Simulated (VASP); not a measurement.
A convergence study with VASP on WSe2 (2H layered): one setting is varied, all else stays as given below, so the limit is that of these other settings.

```
WSe2
1.0
    1.64000    -2.84056     0.00000
    1.64000     2.84056     0.00000
    0.00000     0.00000    12.96000
W Se
2 4
Direct
  0.33333   0.66667   0.25000
  0.66667   0.33333   0.75000
  0.33333   0.66667   0.87900
  0.66667   0.33333   0.37900
  0.66667   0.33333   0.12100
  0.33333   0.66667   0.62100
```

Level of theory: LDA (Ceperley-Alder, Perdew-Zunger), VASP's LDA PAW potentials (set 64) (plane waves; VASP). The tightest run used: 550 eV cut-off, 17×17×4 Γ-centred mesh, Gaussian smearing of 0.050 eV, potentials W_sv Se.

```json
[
 {"setting": "1×1×1 mesh", "E (eV/atom)": "-4.6052", "pressure (GPa)": "20.44", "largest force (eV/Å)": "4.073", "irreducible k-points": "1"},
 {"setting": "2×2×1 mesh", "E (eV/atom)": "-7.7046", "pressure (GPa)": "0.28", "largest force (eV/Å)": "0.021", "irreducible k-points": "2"},
 {"setting": "3×3×1 mesh", "E (eV/atom)": "-8.0605", "pressure (GPa)": "-2.21", "largest force (eV/Å)": "0.494", "irreducible k-points": "3"},
 {"setting": "5×5×1 mesh", "E (eV/atom)": "-8.0712", "pressure (GPa)": "-2.19", "largest force (eV/Å)": "0.213", "irreducible k-points": "5"},
 {"setting": "6×6×1 mesh", "E (eV/atom)": "-8.0709", "pressure (GPa)": "-2.21", "largest force (eV/Å)": "0.206", "irreducible k-points": "7"}
]
```

Task: These are the cheaper rows. Estimate the results at 17×17×4 mesh, and how far the last row shown lies from them.

Result: 
| quantity | tightest run | last row shown is off by |
|---|---|---|
| E (eV/atom) | -8.0794 | 0.0085 |
| pressure (GPa) | -2.38 | 0.18 |
| largest force (eV/Å) | 0.175 | 0.031 |

Left out are rungs that failed or repeat a setting and relaxations that didn't move; long series are thinned to 24 rows.

The compound is WSe2 in the 2H layered structure. The cell was not relaxed at this level, forces remain on its atoms.
